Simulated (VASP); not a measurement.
```
Al2MgC2
1.0
    3.36822     0.00000     0.00000
   -1.68411     2.91697     0.00000
    0.00000     0.00000     5.77781
Mg Al C
1 2 2
Direct
  0.00000   0.00000   0.00000
  0.66667   0.33333   0.35037
  0.33333   0.66667   0.64963
  0.33333   0.66667   0.27032
  0.66667   0.33333   0.72968
```

Level of theory: r2SCAN meta-GGA, VASP's PBE PAW potentials (set 64) (plane waves; VASP 6.6.1). Run with 520 eV cut-off, 9×9×5 Γ-centred mesh, tetrahedra with Blöchl corrections, potentials Mg Al C.

The path is coarsely sampled, so an indirect gap can come out somewhat too large.

Question: Tabulate the total density of states (states/eV per cell) against energy (eV; zero at the valence-band maximum or, without a gap, the Fermi level).

Answer: 
```
E (eV) | DOS (states/eV)
   -10.00 |  0.00
    -9.76 |  0.00
    -9.64 |  0.00
    -9.40 |  0.00
    -9.16 |  0.00
    -9.05 |  0.00
    -8.81 |  0.00
    -8.57 |  0.00
    -8.45 |  0.00
    -8.21 |  0.00
    -7.98 |  0.00
    -7.86 |  0.00
    -7.62 |  0.00
    -7.38 |  0.00
    -7.26 |  0.00
    -7.02 |  0.00
    -6.79 |  0.00
    -6.67 | ## 0.23
    -6.43 | ####### 0.94
    -6.19 | ########## 1.30
    -6.07 | ############ 1.62
    -5.84 | ################ 2.09
    -5.72 | ############## 1.81
    -5.48 | ################ 2.16
    -5.24 | ############## 1.85
    -5.12 | ############## 1.86
    -4.89 | ########### 1.46
    -4.65 | ############ 1.58
    -4.53 | ######## 1.10
    -4.29 | ######### 1.20
    -4.05 | ########### 1.46
    -3.94 | ############ 1.56
    -3.70 | ############ 1.64
    -3.46 | ############# 1.70
    -3.34 | ############### 1.92
    -3.10 | ################ 2.17
    -2.87 | ############## 1.85
    -2.75 | ################# 2.19
    -2.51 | ################# 2.26
    -2.27 | ############## 1.78
    -2.15 | ############# 1.72
    -1.92 | ################## 2.42
    -1.68 | ################## 2.38
    -1.56 | ##################### 2.71
    -1.32 | ####################### 3.00
    -1.08 | ############################## 3.96
    -0.96 | #################### 2.61
    -0.73 | ############ 1.62
    -0.49 | ########### 1.39
    -0.37 | ####### 0.92
    -0.13 | ### 0.34
     0.10 |  0.00
     0.22 |  0.00
     0.46 |  0.00
     0.70 |  0.00
     0.82 |  0.00
     1.06 |  0.00
     1.29 |  0.00
     1.41 |  0.00
     1.65 |  0.00
     1.77 |  0.00
     2.01 |  0.00
     2.24 |  0.02
     2.36 | # 0.17
     2.60 | ### 0.44
     2.84 | #### 0.59
     2.96 | ##### 0.65
     3.19 | ###### 0.85
     3.43 | ######### 1.13
     3.55 | ########## 1.32
     3.79 | ####### 0.87
     4.03 | ##### 0.71
     4.15 | ##### 0.69
     4.38 | ############# 1.74
     4.62 | ################ 2.10
     4.74 | ################ 2.11
     4.98 | ################## 2.33
     5.21 | ############### 2.01
     5.33 | ############### 2.02
     5.57 | ################ 2.16
```
Within 2 eV below the valence-band maximum the largest weight inside VASP's projection spheres is C p.

The structure comes from a computed database's Al2MgC2 entry (P-3m1); how it stands against other phases isn't given here. It was relaxed first.
